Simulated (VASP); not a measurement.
Given:

```xyz
2
Lattice="0.0000 2.3236 2.3236 2.3236 0.0000 2.3236 2.3236 2.3236 0.0000" Properties=species:S:1:pos:R:3 pbc="T T T"
Hf     0.0000     0.0000     0.0000
C      2.3236     2.3236     2.3236
```

All values below come from PBE GGA, VASP's PBE PAW potentials (set 64) (plane waves; VASP). Numerical set-up: PREC = Normal, EDIFF = 1E-5, 450 eV cut-off, 15×15×15 Γ-centred mesh, first-order Methfessel-Paxton smearing of 0.10 eV, potentials Hf_pv C.

Unless said otherwise, spin-orbit coupling is left out, though it shifts the bands of the heavy elements here.

Problem. Estimate the energy per atom (σ→0), band gap (on the k-mesh) with the smallest direct gap where there is one.

Solution. 
```yaml
band gap (on the k-mesh): none (metal, semimetal or under 0.01 eV)
energy per atom (σ→0): -10.523 eV/atom
```

Only differences to runs with the same potentials and settings are physical.

The compound is HfC in the rock salt structure. It was relaxed first.
